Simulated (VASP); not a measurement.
Here is the system:

```yaml
crystal:
  lattice:
    - [3.09860, 1.78898, 2.62634]
    - [-3.09860, 1.78898, 2.62634]
    - [0.00000, -3.57796, 2.62634]
  atoms:
    - { symbol: Tl, position: [0.00717, 0.00717, 0.00717] }
    - { symbol: I, position: [0.49964, 0.49964, 0.49964] }
    - { symbol: O, position: [0.91224, 0.45931, 0.45931] }
    - { symbol: O, position: [0.45931, 0.91224, 0.45931] }
    - { symbol: O, position: [0.45931, 0.45931, 0.91224] }
```

Method: PBEsol GGA, VASP's PBE PAW potentials (set 64) (plane waves; VASP). Settings: 520 eV cut-off, 6×6×6 Γ-centred mesh, tetrahedra with Blöchl corrections, potentials Tl_d I O.

Q: The job: TlIO3 (space group R3m), 5 atoms, PBEsol, static run, 520 eV, 6×6×6 Γ-centred mesh. Roughly how much core time does it take on a busy server core?

A: About 40 core-seconds (one run on a shared machine, a rough figure). It had 32 irreducible k-points, 23 bands, up to 2374 plane waves and 17 electronic steps.

The structure comes from a computed database's TlIO3 entry (R3m); how it stands against other phases isn't given here. It was relaxed first.
